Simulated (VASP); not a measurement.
Method: LDA (Ceperley-Alder, Perdew-Zunger), VASP's LDA PAW potentials (set 64) (plane waves; VASP 6.6.1).

A VASP calculation is set up with these files.

File KPOINTS:
```
Automatic mesh
0
Gamma
12 12 9
0 0 0
```

**INCAR**
```
ALGO = Normal
EDIFF = 1E-6
EDIFFG = -0.02
ENCUT = 620
IBRION = 2
ISIF = 3
ISMEAR = 1
LASPH = .True.
LCHARG = .False.
LREAL = .False.
LWAVE = .False.
NELM = 100
NSW = 40
PREC = Accurate
SIGMA = 0.1
SYSTEM = MgB2
```

**POSCAR**
```
MgB2
1
    1.5173777501    -2.6281748866    -0.0000000000
    1.5173777501     2.6281748866     0.0000000000
   -0.0000000000     0.0000000000     3.4354035759
Mg B
1 2
Direct
  1.0000000000   1.0000000000   0.0000000000
  0.3333330000   0.6666670000   0.5000000000
  0.6666670000   0.3333330000   0.5000000000
```

POTCAR, in this order: Mg B (LDA.64 set). Program: vasp_std.

Question: Estimate the energy per atom (σ→0), band gap (on the k-mesh).

Answer: 
The energy per atom (σ→0) is -556.2 kJ/mol of atoms and the band gap (on the k-mesh) is none (metal, semimetal or under 0.01 eV).

File OSZICAR:
```
...
DAV:   7    -0.173054745138E+02    0.27213E+00   -0.14082E+00  1800   0.649E+00    0.686E-01
DAV:   8    -0.173022072138E+02    0.32673E-02   -0.13309E-01  1648   0.238E+00    0.366E-01
DAV:   9    -0.172943767264E+02    0.78305E-02   -0.24147E-02  1752   0.866E-01    0.504E-02
DAV:  10    -0.172943100678E+02    0.66659E-04   -0.10654E-03  2176   0.224E-01    0.201E-02
DAV:  11    -0.172943037134E+02    0.63544E-05   -0.60908E-05  1704   0.517E-02    0.415E-03
DAV:  12    -0.172943025224E+02    0.11910E-05   -0.71089E-06  1816   0.155E-02    0.789E-04
DAV:  13    -0.172943025059E+02    0.16523E-07   -0.89915E-08  1040   0.270E-03
   1 F= -.17294303E+02 E0= -.17294355E+02  d E =-.172943E+02
```

The compound is MgB2 in the AlB2 type structure. It was relaxed first, which changed the volume by -6 %.
